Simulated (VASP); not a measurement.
# BeS (relaxed from the rock salt structure, space group Fm-3m): computed properties

Level of theory: PBEsol GGA, VASP's PBE PAW potentials (set 64) (plane waves; VASP 6.6.1).

| Item | Value |
|---|---|
| space group | Fm-3m (225) |
| cell | a = b = c = 4.5917 Å, α = β = γ = 90.00° |
| volume per atom | 12.10 Å^3/atom |
| band gap (over mesh and band path) | 0.97 eV |
| smallest direct gap (over mesh and band path) | 4.29 eV |
| band-edge character | indirect, K-Γ at 0.57 to X |
| density | 2.82 g/cm³ |

Space group Fm-3m (No. 225); a = 4.5917 Å, b = 4.5917 Å, c = 4.5917 Å, α = 90.00°, β = 90.00°, γ = 90.00°

```json
[
 {"atom": "Be", "site": "4a", "symmetry": "m-3m", "x": "0.0000", "y": "0.0000", "z": "0.0000"},
 {"atom": "S", "site": "4b", "symmetry": "m-3m", "x": "0.5000", "y": "0.5000", "z": "0.5000"}
]
```
(The calculation used a cell of 2 atoms; values per cell refer to that cell.)

The structure was generated: BeS was put into the rock salt type (Fm-3m), which need not be its known phase. It was relaxed first, which changed the volume by +18 %. Symmetry was kept, so distortions that lower it aren't found.
